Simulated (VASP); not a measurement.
```xyz
2
Lattice="0.0000 3.1512 3.1512 3.1512 0.0000 3.1512 3.1512 3.1512 0.0000" Properties=species:S:1:pos:R:3 pbc="T T T"
Ba     0.0000     0.0000     0.0000
S      3.1512     3.1512     3.1512
```

Level of theory: LDA (Ceperley-Alder, Perdew-Zunger) with spin-orbit coupling, VASP's LDA PAW potentials (set 64) (plane waves; VASP). Run with 400 eV cut-off, 7×7×7 Γ-centred mesh, Gaussian smearing of 0.050 eV, potentials Ba_sv S.

Problem. Give the energies of bands 11 to 23 at the high-symmetry points, in eV from the valence-band maximum.

Solution. 
```csv
band,Γ,X,U,L,W
11,-0.16,-0.57,-1.09,-2.16,-1.27
12,-0.16,-0.57,-1.09,-2.16,-1.27
13,0.00,-0.22,-0.70,-1.27,-0.63
14,0.00,-0.22,-0.70,-1.27,-0.63
15,0.00,-0.07,-0.56,-1.23,-0.45
16,0.00,-0.07,-0.56,-1.23,-0.45
17,3.46,1.77,3.04,5.47,4.08
18,3.46,1.77,3.04,5.47,4.08
19,3.62,5.91,5.87,5.53,4.11
20,3.62,5.91,5.87,5.53,4.11
21,3.62,6.03,6.62,6.24,6.33
22,3.62,6.03,6.62,6.24,6.33
23,3.69,7.50,6.76,6.30,6.87
```

The gap is indirect, 1.77 eV, from the valence maximum at Γ to the conduction minimum at X.

The structure comes from a computed database's BaS entry (Fm-3m); how it stands against other phases isn't given here. It was relaxed first, which changed the volume by -7 %.
